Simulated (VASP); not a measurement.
Input of a VASP 6.6.1 run:

Contents of INCAR:

```
ALGO = Normal
EDIFF = 1E-6
EDIFFG = -0.01
ENCUT = 600
IBRION = 2
ISIF = 3
ISMEAR = 1
LASPH = T
LCHARG = F
LREAL = F
LWAVE = F
NELM = 80
NSW = 90
PREC = Accurate
SIGMA = 0.1
```

The input KPOINTS:

```
k-points
0
Gamma
  16 16 16
```

Contents of POSCAR:

```
Al
1.0
    0.0000000000      2.0248050000      2.0248050000
    2.0248050000      0.0000000000      2.0248050000
    2.0248050000      2.0248050000      0.0000000000
Al
1
Direct
    0.0000000000      0.0000000000      0.0000000000
```

Potentials or basis: VASP PAW LDA potentials, release 64 (Al).

Run with:

```console
$ cat potpaw_LDA.64/Al/POTCAR > POTCAR
$ mpirun -np 1 vasp_std > vasp.out
```

What does it give for the relaxed cell?

a = 2.817 Å, b = 2.817 Å, c = 2.817 Å, α = 60.00°, β = 60.00°, γ = 60.00°.

Predict the space group after relaxing (to 0.05 Å).

Fm-3m (No. 225).

The path:
```
step  energy change (eV)  largest force (eV/Å)  pressure (GPa)  volume (Å³)
   1              0.0000                0.0000           -3.74        16.60
   2             -0.0093                0.0000            0.71        15.69
   3             -0.0096                0.0000            0.01        15.81
```

LDA usually gives volumes a few per cent too small. Zero-point motion and thermal expansion aren't in these numbers.
